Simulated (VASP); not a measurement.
Crystal: PtS2.

```
CELL_PARAMETERS angstrom
3.54320 0.00000 0.00000
-1.77160 3.06850 0.00000
0.00000 0.00000 5.03880
ATOMIC_POSITIONS crystal
Pt 0.00000 0.00000 0.00000
S 0.33333 0.66667 0.22700
S 0.66667 0.33333 0.77300
```

- Program: VASP 6.6.1
- Task: relaxation of cell and atoms
- Functional: PBE
- Dispersion: D4
- Potentials or basis: VASP PAW PBE potentials, release 64 (Pt, S)
- Cutoff: 520 eV
- k mesh: 12 × 12 × 6
- Occupations: gaussian, width 0.02 eV
- Spin: no spin polarisation

At the start: pressure 7.5 GPa; volume 18.26 Å³/atom.

**Question.** How do energy, volume and symmetry change on relaxing?

**Answer.** Over 19 steps the energy falls by 43.4 meV/atom and the volume is 17.36 Å³/atom (-4.9 %); space group P-3m1 (No. 164, to 0.05 Å).

The path:
| step | energy change (eV) | largest force (eV/Å) | pressure (GPa) | volume (Å³) |
| --- | --- | --- | --- | --- |
| 1 | 0.0000 | 1.2524 | 7.46 | 54.78 |
| 2 | 0.1420 | 0.9266 | -11.48 | 61.81 |
| 3 | -0.0811 | 0.3120 | -1.11 | 57.25 |
| 4 | -0.0812 | 0.3369 | -0.89 | 57.18 |
| 5 | -0.0944 | 0.2245 | -0.63 | 56.68 |
| 6 | -0.1016 | 0.0526 | -0.21 | 55.94 |
| 7 | -0.1056 | 0.0536 | -0.16 | 55.58 |
| 8 | -0.1163 | 0.0623 | 0.06 | 54.51 |
| 9 | -0.1286 | 0.0907 | 0.83 | 52.33 |
| 10 | -0.1258 | 0.1617 | -1.93 | 52.76 |
| 11 | -0.1297 | 0.0008 | -0.16 | 52.48 |
| 12 | -0.1297 | 0.0007 | -0.18 | 52.48 |
| 13 | -0.1299 | 0.0021 | -0.19 | 52.39 |
| 14 | -0.1300 | 0.0051 | -0.23 | 52.21 |
| 15 | -0.1296 | 0.0581 | 0.64 | 51.86 |
| 16 | -0.1301 | 0.0119 | 0.00 | 52.11 |
| 17 | -0.1301 | 0.0124 | 0.01 | 52.11 |
| 18 | -0.1301 | 0.0032 | 0.01 | 52.09 |
| 19 | -0.1301 | 0.0010 | 0.01 | 52.09 |

Final structure:
```cif
data_structure
_symmetry_space_group_name_H-M 'P 1'
_symmetry_Int_Tables_number 1
_cell_length_a 3.5791
_cell_length_b 3.5791
_cell_length_c 4.6955
_cell_angle_alpha 90.000
_cell_angle_beta 90.000
_cell_angle_gamma 120.000
_cell_volume 52.09
loop_
_atom_site_label
_atom_site_type_symbol
_atom_site_fract_x
_atom_site_fract_y
_atom_site_fract_z
_atom_site_occupancy
Pt1 Pt 0.00000 0.00000 0.00000 1
S1 S 0.33333 0.66667 0.25700 1
S2 S 0.66667 0.33333 0.74300 1
```
